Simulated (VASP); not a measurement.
Data:

```
CELL_PARAMETERS angstrom
      0.00000     2.98235     2.98235
      2.98235     0.00000     2.98235
      2.98235     2.98235     0.00000
ATOMIC_POSITIONS crystal
  Ca 0.00000 0.00000 0.00000
  Se 0.50000 0.50000 0.50000
```

Computed with PBE GGA, VASP's PBE PAW potentials (set 64) (plane waves; VASP). Run with 520 eV cut-off, 6×6×6 Γ-centred mesh, Gaussian smearing of 0.050 eV, potentials Ca_sv Se.

What does the run give for the energy per atom (σ→0), band gap (on the k-mesh) with the smallest direct gap where there is one?

The band gap (on the k-mesh) is 2.08 eV, the smallest direct gap (on the k-mesh) comes out as 2.99 eV and the energy per atom (σ→0) comes out as -4.743 eV/atom.

Total energies compare only between runs with the same potentials, cut-off and functional.

The compound is CaSe in the rock salt structure. It was relaxed first.
